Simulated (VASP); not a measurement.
The input files of a VASP run:

### KPOINTS
```
Automatic mesh
0
Gamma
 8 8 8
```

### POSCAR
```
ZnGaPS
1
    1.8904019355     1.0914239764     6.1818447441
   -1.8904019355     1.0914239764     6.1818447441
    0.0000000000    -2.1828479528     6.1818447441
Zn Ga P S
1 1 1 1
Direct
  0.9986349339   0.9986349339   0.9986349339
  0.5010336100   0.5010336100   0.5010336100
  0.8744029957   0.8744029957   0.8744029957
  0.3759424605   0.3759424605   0.3759424605
```

**INCAR**
```
LORBIT  =  11   ! lm-projected
LREAL  =  .False.   ! projection in real space or not
PREC  =  Accurate
LMAXMIX  =  4   ! l cut-off of mixed one-centre charges
EDIFF  =  1E-7   ! SCF stop (eV)
LWAVE  =  .False.
NELM  =  100
ISMEAR  =  -5   ! tetrahedra, Bloechl
LEFG  =  .True.
LASPH  =  .True.
SYSTEM  =  ZnGaPS
NEDOS  =  601   ! DOS grid
ISIF  =  2
ALGO  =  Normal   ! blocked Davidson
LCHARG  =  .True.
ENCUT  =  400
```

POTCAR, in this order: Zn Ga_d P S (LDA.64 set). Program: vasp_std.

Problem. Translate this LDA calculation to Quantum ESPRESSO's pw.x.

Solution. One equivalent input (not run):
```
&CONTROL
  calculation = 'scf'
  pseudo_dir = './pseudo'
  outdir = './out'
  tprnfor = .true.
  tstress = .true.
/
&SYSTEM
  ibrav = 0
  nat = 4
  ntyp = 4
  ecutwfc = 84
  occupations = 'tetrahedra'
  input_dft = 'pz'
/
&ELECTRONS
  conv_thr = 7.3e-09
  electron_maxstep = 100
/
ATOMIC_SPECIES
  Zn 65.380 Zn.upf
  Ga 69.723 Ga.upf
  P 30.974 P.upf
  S 32.060 S.upf
CELL_PARAMETERS angstrom
     1.8904019    1.0914240    6.1818447
    -1.8904019    1.0914240    6.1818447
     0.0000000   -2.1828480    6.1818447
ATOMIC_POSITIONS crystal
  Zn   0.9986349  0.9986349  0.9986349
  Ga   0.5010336  0.5010336  0.5010336
  P    0.8744030  0.8744030  0.8744030
  S    0.3759425  0.3759425  0.3759425
K_POINTS automatic
  8 8 8 0 0 0
```
What does not carry over: the potentials are each code's own (VASP's PAW set, PseudoDojo norm-conserving files in pw.x), so ENCUT and ecutwfc are chosen apart and not converted; conv_thr bounds pw.x's estimated SCF error, while EDIFF bounds the energy change between steps; the field gradients of LEFG aren't asked of the other code.

The structure comes from a computed database's ZnGaPS entry (R3m); how it stands against other phases isn't given here. It was relaxed first, which changed the volume by -7 %.
